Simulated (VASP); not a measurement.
Given:

```
O2Si
1.0
    2.60427     0.00000     0.00000
   -1.30214     2.25536     0.00000
    0.00000     0.00000    14.91908
Si O
1 2
Cartesian
  1.30214   0.75179   7.45954
  0.00000   1.50358   6.38870
  0.00000   1.50358   8.53038
```

These are r2SCAN meta-GGA, VASP's PBE PAW potentials (set 64) (plane waves; VASP) values and carry that method's errors. Run with 520 eV cut-off, 11×11×1 Γ-centred mesh, tetrahedra with Blöchl corrections, potentials Si O.

The cell holds a wide vacuum, so values per volume refer to the whole cell. The cores are frozen, which limits the accuracy of field gradients.

### Question
Give the principal components of the electric field gradient (V/Å²) and the asymmetry η at each nucleus.

### Answer

```json
[
 {"atom": "Si1", "Vxx": "2.5", "Vyy": "2.5", "Vzz": "-4.9", "η": "0.00"},
 {"atom": "O2", "Vxx": "40.4", "Vyy": "40.4", "Vzz": "-80.8", "η": "0.00"},
 {"atom": "O3", "Vxx": "40.4", "Vyy": "40.4", "Vzz": "-80.8", "η": "0.00"}
]
```

The cell is a sheet with vacuum, built from a generated structure.
